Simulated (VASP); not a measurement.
The input files of a VASP run:

**POSCAR**
```
Fe
1
   -1.4637000000     1.4637000000     1.4637000000
    1.4637000000    -1.4637000000     1.4637000000
    1.4637000000     1.4637000000    -1.4637000000
Fe
1
Direct
  0.0000000000   0.0000000000   0.0000000000
```

### KPOINTS
```
Automatic mesh
0
Gamma
13 13 13
0 0 0
```

### INCAR
```
SYSTEM = Fe
PREC = Accurate
ENCUT = 400
EDIFF = 1E-6
NELM = 100
ALGO = Normal
LREAL = .FALSE.
LASPH = .TRUE.
ISMEAR = 1
SIGMA = 0.1
GGA = PE
LMAXMIX = 4
ISPIN = 2
MAGMOM = 2.5
LORBIT = 10
LWAVE = .FALSE.
LCHARG = .FALSE.
ISIF = 2
ICHARG = 11
```

POTCAR, in this order: Fe (PBE.64 set). Program: vasp_std.

What VASP printed:

### standard output
```
 POSCAR found type information on POSCAR Fe
 POSCAR found :  1 types and       1 ions
 Reading from existing POTCAR
 Reading from existing POTCAR
 LDA part: xc-table for (Slater+PW92), standard interpolation
 WARNING: stress and forces are not correct
 POSCAR, INCAR and KPOINTS ok, starting setup
 WAVECAR not read
 WARNING: CHGCAR is incomplete

 -----------------------------------------------------------------------------
|                                                                             |
|     EEEEEEE  RRRRRR   RRRRRR   OOOOOOO  RRRRRR      ###     ###     ###     |
|     E        R     R  R     R  O     O  R     R     ###     ###     ###     |
|     E        R     R  R     R  O     O  R     R     ###     ###     ###     |
|     EEEEE    RRRRRR   RRRRRR   O     O  RRRRRR       #       #       #      |
|     E        R   R    R   R    O     O  R   R                               |
|     E        R    R   R    R   O     O  R    R      ###     ###     ###     |
|     EEEEEEE  R     R  R     R  OOOOOOO  R     R     ###     ###     ###     |
|                                                                             |
|     ICHARG>10                                                               |
|                                                                             |
|       ---->  I REFUSE TO CONTINUE WITH THIS SICK JOB ... BYE!!! <----       |
|                                                                             |
 -----------------------------------------------------------------------------
```

### Question
From input and log, find the fault in this run and mend it.

### Answer
The cause: ICHARG = 11 asks for a fixed density, but there is no CHGCAR. VASP stops with an error: ERROR: charge density could not be read from file CHGCAR for ICHARG>10 ----> I REFUSE TO CONTINUE WITH THIS SICK JOB ... BYE!!! <---- To mend it, run self-consistently first and keep its CHGCAR, or remove ICHARG. The plain static run on this cell (PBE GGA, plane waves, VASP's PBE PAW potentials (set 64)) converges, and its OSZICAR ends with
```
   1 F= -.81795765E+01 E0= -.81793689E+01  d E =-.623027E-03  mag=     2.4626
```

The compound is Fe in the bcc structure. The cell was not relaxed at this level.
